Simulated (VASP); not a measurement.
Given:

```
CELL_PARAMETERS angstrom
     -3.33740     3.33740     3.33740
      3.33740    -3.33740     3.33740
      3.33740     3.33740    -3.33740
ATOMIC_POSITIONS crystal
  Hf 0.87500 0.25000 0.12500
  Hf 0.75000 0.37500 0.62500
  Hf 0.62500 0.75000 0.37500
  Hf 0.25000 0.12500 0.87500
  Hf 0.12500 0.87500 0.25000
  Hf 0.37500 0.62500 0.75000
  N  0.50000 0.00000 0.63366
  N  0.00000 0.13366 0.50000
  N  0.86634 0.86634 0.86634
  N  0.13366 0.50000 0.00000
  N  0.00000 0.63366 0.50000
  N  0.50000 0.00000 0.13366
  N  0.63366 0.50000 0.00000
  N  0.36634 0.36634 0.36634
```

Method: PBE GGA, VASP's PBE PAW potentials (set 64) (plane waves; VASP 6.6.1). Run with LREAL = Auto, 400 eV cut-off, 6×6×6 Γ-centred mesh shifted by (0.5, 0.5, 0.5), Gaussian smearing of 0.020 eV, potentials Hf_pv N.

Unless said otherwise, spin-orbit coupling is left out, though it shifts the bands of the heavy elements here.

### Question
Give the energies of bands 42 to 55 at the high-symmetry points, in eV from the valence-band maximum.

### Answer

| band | Γ | H | N | P |
|---|---|---|---|---|
| 42 | -1.72 | -2.60 | -2.57 | -2.79 |
| 43 | -1.72 | -2.60 | -2.41 | -2.79 |
| 44 | -1.72 | -2.60 | -2.41 | -2.79 |
| 45 | -1.40 | -1.88 | -2.06 | -1.85 |
| 46 | -1.40 | -1.88 | -2.06 | -1.85 |
| 47 | -1.40 | -0.56 | -1.69 | -1.85 |
| 48 | 0.00 | -0.56 | -1.69 | -1.85 |
| 49 | 0.00 | -0.56 | -0.86 | -1.46 |
| 50 | 0.00 | -0.56 | -0.86 | -1.46 |
| 51 | 1.01 | 3.71 | 2.52 | 2.76 |
| 52 | 1.01 | 3.71 | 2.52 | 2.76 |
| 53 | 1.73 | 3.71 | 2.68 | 3.20 |
| 54 | 1.73 | 3.71 | 2.68 | 3.20 |
| 55 | 1.73 | 3.71 | 3.55 | 3.20 |

The gap is direct, 1.01 eV, from the valence maximum at Γ to the conduction minimum at Γ.

The structure comes from a computed database's Hf3N4 entry, a phase known from measurement. The cell was not relaxed at this level.
